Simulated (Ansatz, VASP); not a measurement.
# Cross-check of SiO2 between VASP and Ansatz

Wanted: the spread between two codes on one cell, functional and k mesh. The cell is taken from a series of runs on this material, whose earlier steps may have relaxed, scaled, displaced or heated it; both programs get it as it stands.

Calculated with Ansatz 0.2.0; plane waves, with VASP 6.6.1 beside it; single point at PBE.

### 1. Starting point

It takes space group P4_2/mnm (No. 136, tetragonal). The conventional cell has a = 4.233 Å, b = 4.233 Å, c = 2.693 Å, α = 90.00°, β = 90.00°, γ = 90.00°. O has 3 Si at 1.78 to 1.84 Å nearest. Nearest to Si lie 6 O at 1.78 to 1.84 Å. Farther neighbours and most contacts between anions are not listed.

### 2. Ansatz: single point, PBE

Ansatz runs on its PAW soft_1 files.

A single point gives forces, pressure and levels at one fixed geometry, so differences don't come from the geometry; what else differs is listed under the comparison.

Contents of input.yaml:

```yaml
crystal:
  lattice:
    - [4.233169, 0.0, 0.0]
    - [0.0, 4.233169, 0.0]
    - [0.0, 0.0, 2.693495]
  atoms:
    - { symbol: O, position: [0.693161, 0.693161, 0.0] }
    - { symbol: O, position: [0.193161, 0.806839, 0.5] }
    - { symbol: O, position: [0.306839, 0.306839, 0.0] }
    - { symbol: O, position: [0.806839, 0.193161, 0.5] }
    - { symbol: Si, position: [0.5, 0.5, 0.5] }
    - { symbol: Si, position: [0.0, 0.0, 0.0] }
kpoints:
  mp_grid: { grid: [4, 4, 6] }
hamiltonian:
  xc: pbe
  pseudopotentials: { kind: paw, azcp: { folder: soft_1 } }
scf:
  occupations: { method: gaussian, width: 0.1 }
output:
  forces: true
  stress: true
  eigenvalues: true
```

The run is started by

```bash
> ansatz run input.yaml --threads 4 --pin off --max-ram 16384MiB --backend cpu --events-out ev --progress --plain --runs-dir out
```

Numbers of over 12 decimals in the logs are rounded to 6 here.

Log:

```text
Engine: ansatz 0.2.0, x86_64-unknown-linux-gnu
Pseudopotentials: kind: paw
Pseudopotential: O, paw, valence charge 6, recommended cutoff 420 eV (normal), soft_1/O.paw.azcp
Pseudopotential: Si, paw, valence charge 4, recommended cutoff 420 eV (normal), soft_1/Si.paw.azcp
Functional definition: PBE
  parameter kappa = 0.804
  parameter beta = 0.066725
  exchange = pbe_x(kappa = kappa, mu = beta*pi^2/3)
  correlation = pbe_c(beta = beta)
Crystal: 6 atoms, lattice volume = 48.267 Å³
Basis set: ecut = 420 eV, 961 PW (Γ), exchange–correlation on 60×60×40 points (8 copies of the dense FFT grid, shifted against one another)
Bands: 22, of which v1, the nominal top of the filled ones, is band 16 counted from 1 (15 counted from 0)
Symmetry: 16 space group operations
Space group: P42/mnm (ITA 136), of the structure as read, at distance tolerance 3.6e-5 Å
k-points: 24 of 96
Non-local potential: O, projectors of the file, l = 0: 2, l = 1: 2, l = 2: 1
Non-local potential: Si, projectors of the file, l = 0: 2, l = 1: 2, l = 2: 1
PAW form: soft (Blöchl's): semilocal exchange-correlation on the pseudo side does not see the compensation charge
PAW one-centre angular grid: O, 110 points (default); XC on 64 Gauss nodes
PAW one-centre angular grid: Si, 110 points (default); XC on 64 Gauss nodes
Initial density: superposition of atomic densities (chi_scale 0.1, normalization cell, long waves kept (reshape's long-wave potential 0.00 eV rms))
Initial wavefunctions: pseudopotential atomic-orbital guess
Functional: x = pbe(κ = 0.804, μ = 0.219515), c = pbe(β = 0.066725)
SCF iter   1: F=—  HF=-3549.172217 eV  |F-HF|=—  |Δ(HF+E_count)|=         —  Δρ=1.43e-1  dr2=8.08e0  ethr=3.10e-3  ⟨swp⟩=5.8  Hψ=2797  notcnv=0
preconditioner: auto → none  [insulator: Δε(μ)=6.185 eV  Ē_g=19.167 eV  σ=0.100 eV  W_gap=1.00  n_scr=10 (ndim 8)  ℏωp=30.2 eV  f_vac=0.000  D(μ)=0.00/eV (n_scr^D=0)  ε∞_Penn≈3.5]
SCF iter   2: F=—  HF=-3547.176829 eV  |F-HF|=—  |Δ(HF+E_count)|=    2.00e0  Δρ=6.63e-2  dr2=8.00e-1  ethr=3.10e-3  ⟨swp⟩=3.2  Hψ=1354  notcnv=0  defer=43
SCF iter   3: F=—  HF=-3547.011527 eV  |F-HF|=—  |Δ(HF+E_count)|=   1.65e-1  Δρ=2.35e-2  dr2=9.56e-2  ethr=2.50e-3  ⟨swp⟩=2.3  Hψ=1015  notcnv=0  defer=43
SCF iter   4: F=—  HF=-3547.042789 eV  |F-HF|=—  |Δ(HF+E_count)|=   3.13e-2  Δρ=1.62e-3  dr2=5.48e-4  ethr=2.99e-4  ⟨swp⟩=2.2  Hψ=644  notcnv=0  defer=43
SCF iter   5: F=—  HF=-3547.043257 eV  |F-HF|=—  |Δ(HF+E_count)|=   4.68e-4  Δρ=2.15e-4  dr2=6.56e-6  ethr=1.71e-6  ⟨swp⟩=2.3  Hψ=872  notcnv=0  defer=19
automatic band count: iteration 5 solves 21 bands in place of 22: the levels show a gap, and the empty bands left out lie too high to hold charge; the band table lists the bands solved (type scf.n_extra_bands for more)
SCF iter   6: F=—  HF=-3547.043294 eV  |F-HF|=—  |Δ(HF+E_count)|=   3.65e-5  Δρ=2.40e-5  dr2=1.84e-7  ethr=2.05e-8  ⟨swp⟩=2.0  Hψ=873  notcnv=0  defer=19
SCF iter   7: F=-3547.043294 eV  HF=-3547.043294 eV  |F-HF|=3.76e-9  |Δ(HF+E_count)|=   1.04e-7  Δρ=4.09e-6  dr2=2.81e-9  ethr=3.13e-10  ⟨swp⟩=9.7  Hψ=2593  notcnv=0
SCF 1 converged in 7 iterations: F = -3547.043294 eV  dr2 = 2.81e-9
  greatest PAW one-centre occupation: 0.858 electrons in one spin orbital (limit 2), on the O atom at site 2 (counted from 0), in its partial waves of l = 0
SCF converged after 7 iterations
Free energy (F): -3547.043294 eV
Harris-Foulkes:  -3547.043294 eV  (|F-HF|=3.76e-9)
Internal energy: -3547.043294 eV  (E = F + TS)
E sigma→0 (E₀):  -3547.043294 eV
Fermi energy:    12.480950 eV
--- Per-component energies (eV) ---
  E_band       = 51.826597
  E_kinetic    = 783.391910
  E_local      = -1229.022963  (includes V_loc(G=0)·N_el)
  E_nonlocal   = 248.990659
  E_hartree    = 449.247477
  E_xc         = -404.297556
  E_vxc        = -468.579420  (∫ρ·V_xc dr)
  E_paw        = -1677.675765  (= ΣΔE_a)
  E_vpaw       = -181.450823  (= ΣTr[D̂ρ^β])
  E_aug_tail   = 0.003232  (compensation charges beyond the density's cutoff)
  E_ewald      = -1717.680287
  E_smearing   = -0.000000  (= −TS)
  E_closure    = -0.000000  (closes the sum)
  Σ components = -3547.043294   (vs F -3547.043294, Δ=0.00e0)
--- Forces (eV/Å), atoms counted from 1 ---
  atom   1  O     -0.00916371    -0.00916371    -0.00000000
  atom   2  O     -0.00916371     0.00916371    -0.00000000
  atom   3  O      0.00916371     0.00916371     0.00000000
  atom   4  O      0.00916371    -0.00916371     0.00000000
  atom   5  Si     0.00000000    -0.00000000     0.00000000
  atom   6  Si    -0.00000000    -0.00000000    -0.00000000
  max |Σ_I F_I| component: 1.73e-18 eV/Å
--- Stress (GPa, compression-positive) ---
        0.034344       0.000000       0.000000
        0.000000       0.034344       0.000000
        0.000000       0.000000      -0.676498
  P = ⅓ Tr σ = -0.2026 GPa (-2.026 kbar)
--- Band table (eV; the first three rows and the last of 24) ---
  k-point 0: bands = [... 12 lower, 7.4644, 9.1110, 9.1110, 9.9629, 14.9990, 16.5787, 18.2531, 18.2531, ... 1 higher]
  k-point 1: bands = [... 12 lower, 6.3311, 8.8531, 8.8531, 9.6491, 16.1784, 18.2653, 19.6803, 19.6803, ... 1 higher]
  k-point 2: bands = [... 12 lower, 5.5232, 8.0755, 8.0755, 8.6396, 17.5062, 19.8293, 20.4962, 21.8711, ... 1 higher]
  k-point 23: bands = [... 12 lower, 8.2421, 8.2421, 8.4933, 8.4933, 16.8000, 16.8000, 20.6763, 20.6763, ... 1 higher]
```

The run ends at a pressure of -0.20 GPa, with forces up to 0.013 eV/Å.

### 3. VASP: single point, PBE

The same cell, functional, mesh and smearing now go to VASP, with its own data sets.

Lines of VASP's logs that name or quote its potential files are left out, and so is its time.

Contents of INCAR:

```
SYSTEM = SiO2
PREC = Accurate
ENCUT = 600
EDIFF = 1E-06
NELM = 120
ISMEAR = 0
SIGMA = 0.1
LREAL = .FALSE.
ALGO = Normal
GGA = PE
NBANDS = 22
LORBIT = 11
LWAVE = .FALSE.
LCHARG = .FALSE.
ISIF = 2
LASPH = .TRUE.
GGA_COMPAT = .FALSE.
EFERMI = MIDGAP
KPAR = 2
```

Contents of POSCAR:

```
SiO2
1.0
    4.2331690000      0.0000000000      0.0000000000
    0.0000000000      4.2331690000      0.0000000000
    0.0000000000      0.0000000000      2.6934950000
O Si
4 2
Direct
    0.6931610000      0.6931610000      0.0000000000
    0.1931610000      0.8068390000      0.5000000000
    0.3068390000      0.3068390000      0.0000000000
    0.8068390000      0.1931610000      0.5000000000
    0.5000000000      0.5000000000      0.5000000000
    0.0000000000      0.0000000000      0.0000000000
```

Contents of KPOINTS:

```
Automatic mesh
0
Gamma
4 4 6
0 0 0
```

Potentials, in the order of the species: O and Si (PBE family, release 64).

The run is started by

```bash
> mpirun -np 2 vasp_std
```

Log:

```text
[banner, memory and clock lines left out]
running    2 mpi-ranks, on    1 nodes
 distrk:  each k-point on    1 cores,    2 groups
 distr:  one band on    1 cores,    1 groups

 POSCAR found type information on POSCAR O Si
 POSCAR found :  2 types and       6 ions
 LDA part: xc-table for (Slater+PW92), standard interpolation
 POSCAR, INCAR and KPOINTS ok, starting setup
 FFT: planning ... GRIDC
 FFT: planning ... GRID_SOFT
 FFT: planning ... GRID
 WAVECAR not read
 entering main loop
       N       E                     dE             d eps       ncg     rms          rms(c)
DAV:   1     0.171588151177E+03    0.17159E+03   -0.19599E+04  1064   0.157E+03
DAV:   2    -0.426904497006E+02   -0.21428E+03   -0.20547E+03  1406   0.322E+02
DAV:   3    -0.508388128745E+02   -0.81484E+01   -0.81104E+01  1338   0.628E+01
DAV:   4    -0.508987054537E+02   -0.59893E-01   -0.59869E-01  1326   0.625E+00
DAV:   5    -0.508992877589E+02   -0.58231E-03   -0.58225E-03  1290   0.594E-01    0.170E+01
DAV:   6    -0.462826646003E+02    0.46166E+01   -0.16403E+01  1218   0.277E+01    0.762E+00
DAV:   7    -0.463105353829E+02   -0.27871E-01   -0.54212E-01  1260   0.488E+00    0.288E+00
DAV:   8    -0.463237910893E+02   -0.13256E-01   -0.20109E-02  1254   0.137E+00    0.108E+00
DAV:   9    -0.463303999495E+02   -0.66089E-02   -0.86147E-03  1266   0.919E-01    0.265E-01
DAV:  10    -0.463306338961E+02   -0.23395E-03   -0.82622E-04  1284   0.219E-01    0.527E-02
DAV:  11    -0.463305883308E+02    0.45565E-04   -0.18581E-04  1308   0.991E-02    0.773E-03
DAV:  12    -0.463305896541E+02   -0.13233E-05   -0.10566E-05  1230   0.233E-02    0.504E-03
DAV:  13    -0.463305894765E+02    0.17761E-06   -0.17782E-06   816   0.102E-02
   1 F= -.46330589E+02 E0= -.46330589E+02  d E =0.000000E+00
```

From OUTCAR (step 3):

```text
ion  position               nearest neighbor table
   1  0.693  0.693  0.000-   5 1.78   5 1.78   6 1.84
   2  0.193  0.807  0.500-   6 1.78   6 1.78   5 1.84
   3  0.307  0.307  0.000-   5 1.78   5 1.78   6 1.84
   4  0.807  0.193  0.500-   6 1.78   6 1.78   5 1.84
   5  0.500  0.500  0.500-   1 1.78   3 1.78   1 1.78   3 1.78   2 1.84   4 1.84
   6  0.000  0.000  0.000-   2 1.78   4 1.78   2 1.78   4 1.78   3 1.84   1 1.84

  LATTYP: Found a simple tetragonal cell.
 ALAT       =     4.2331690000
 C/A-ratio  =     0.6362833612

 Subroutine GETGRP returns: Found 16 space group operations
 (whereof  8 operations were pure point group operations)

The static configuration has the point symmetry D_2h.
 The point group associated with its full space group is D_4h.

 Found     24 irreducible k-points:

   k-points           NKPTS =     24   k-points in BZ     NKDIM =     24   number of bands    NBANDS=     22

   dimension x,y,z NGX =    36 NGY =   36 NGZ =   24
   dimension x,y,z NGXF=    72 NGYF=   72 NGZF=   48

   ENCUT  =  600.0 eV  44.10 Ry    6.64 a.u.   8.45  8.45  5.38*2*pi/ulx,y,z

   NELECT =      32.0000    total number of electrons

 k-points in reciprocal lattice and weights: Automatic mesh
   0.00000000  0.00000000  0.00000000       0.010
   0.25000000  0.00000000  0.00000000       0.042
   0.50000000  0.00000000  0.00000000       0.021
   0.25000000  0.25000000  0.00000000       0.042
   0.50000000  0.25000000  0.00000000       0.042
   0.50000000  0.50000000  0.00000000       0.010
   0.00000000  0.00000000  0.16666667       0.021
   0.25000000  0.00000000  0.16666667       0.083
   0.50000000  0.00000000  0.16666667       0.042
[...]
0.50000000  0.25000000  0.50000000       0.042
   0.50000000  0.50000000  0.50000000       0.010

 average (electrostatic) potential at core
       1 -67.1919       2 -67.1919       3 -67.1919       4 -67.1919       5 -81.7805
       6 -81.7805

 E-fermi :  10.2460

 k-point     1 :       0.0000    0.0000    0.0000
  band No.  band energies     occupation
    ...
     12       4.7074      2.00000
     13       5.2314      2.00000
     14       6.8879      2.00000
     15       6.8879      2.00000
     16       7.7374      2.00000
     17      12.7546      0.00000
     18      14.3226      0.00000
     19      16.0039      0.00000
     20      16.0039      0.00000
     21      18.8159      0.00000
    ...

 k-point     2 :       0.2500    0.0000    0.0000
  band No.  band energies     occupation
    ...
     12       4.8337      2.00000
     13       5.2989      2.00000
     14       5.7088      2.00000
     15       6.7857      2.00000
     16       7.2909      2.00000
     17      13.6728      0.00000
     18      14.7869      0.00000
     19      16.1475      0.00000
     20      16.2191      0.00000
     21      19.2913      0.00000
    ...

 k-point     3 :       0.5000    0.0000    0.0000
  band No.  band energies     occupation
    ...
     12       4.0385      2.00000
     13       5.1173      2.00000
     14       5.1173      2.00000
     15       6.6964      2.00000
     16       6.6964      2.00000
     17      15.0233      0.00000
     18      15.0233      0.00000
     19      16.5983      0.00000
     20      16.5983      0.00000
     21      18.5186      0.00000
    ...

  Total       -0.1018581     -0.1018581     -0.1159640      0.0000000      0.0000000      0.0000000
  in kB       -3.3811043     -3.3811043     -3.8493423      0.0000000      0.0000000      0.0000000
  external PRESSURE =      -3.5371837 kB  Pullay stress =       0.0000000 kB

  energy-cutoff  :      600.00
  volume of cell :       48.27
      direct lattice vectors                 reciprocal lattice vectors
     4.233169000  0.000000000  0.000000000     0.236229643  0.000000000  0.000000000
     0.000000000  4.233169000  0.000000000     0.000000000  0.236229643  0.000000000
     0.000000000  0.000000000  2.693495000     0.000000000  0.000000000  0.371264844

 POSITION                                       TOTAL-FORCE (eV/Angst)
 -----------------------------------------------------------------------------------
      2.93427      2.93427      0.00000         0.003991      0.003991      0.000000
      0.81768      3.41549      1.34675         0.003991     -0.003991      0.000000
      1.29890      1.29890      0.00000        -0.003991     -0.003991     -0.000000
      3.41549      0.81768      1.34675        -0.003991      0.003991      0.000000
      2.11658      2.11658      1.34675         0.000000     -0.000000      0.000000
      0.00000      0.00000      0.00000         0.000000     -0.000000      0.000000
 -----------------------------------------------------------------------------------
    total drift:                               -0.000000      0.000000     -0.000000

  FREE ENERGIE OF THE ION-ELECTRON SYSTEM (eV)
  ---------------------------------------------------
  free  energy   TOTEN  =       -46.3305894765 eV

  energy  without entropy=      -46.3305894765  energy(sigma->0) =      -46.33058948

 total charge
# of ion       s       p       d       tot
------------------------------------------
    1        1.545   3.667   0.000   5.213
    2        1.545   3.667   0.000   5.213
    3        1.545   3.667   0.000   5.213
    4        1.545   3.667   0.000   5.213
    5        0.583   0.845   0.000   1.429
    6        0.583   0.845   0.000   1.429
--------------------------------------------------
tot          7.348  16.360   0.000  23.708

[... 3 further parts left out ...]
```

The run ends at a pressure of -0.35 GPa, with forces up to 0.0056 eV/Å.

### 4. Comparison

Known differences besides the potentials themselves: the cutoff is 420 eV in Ansatz and 600 eV in VASP. Total energies have different zeros and are not compared.

The two programs side by side:

| quantity | Ansatz | VASP | difference |
| --- | --- | --- | --- |
| pressure (GPa) | -0.20 | -0.35 | +0.15 |
| gap on the k mesh (eV) | 5.036 | 5.017 | +0.019 |

At this near-relaxed geometry the largest component of a force difference is 13 meV/Å. A gap on the mesh is an upper bound, since the band edges may lie between its points.

### 5. What came out

| Quantity | Value |
| --- | --- |
| difference in gap on the k mesh (single point, PBE) | 0.019 eV |
| r.m.s. force difference (single point, PBE) | 8.8 meV/Å |

In words: The r.m.s. force difference is 8.8 meV/Å (single point, PBE), within the 12 meV/Å picked in this series as the mark of a large difference. Such differences can come from data sets, numerical settings and the points named under the comparisons, not from the functional's error against experiment.

[Lines on the potential files, build, host, timing and source positions are cut from VASP's logs without a mark.]

[Logs are printed without paths, hosts, clocks, repeated set-up lines and the standing remarks that a program may print on its own settings, such as how far it seeks lower states.]

[Hosts, paths, dates, database ids (printed as entryN), source tags and the programs' standing remarks are cut or masked in the printed files.]
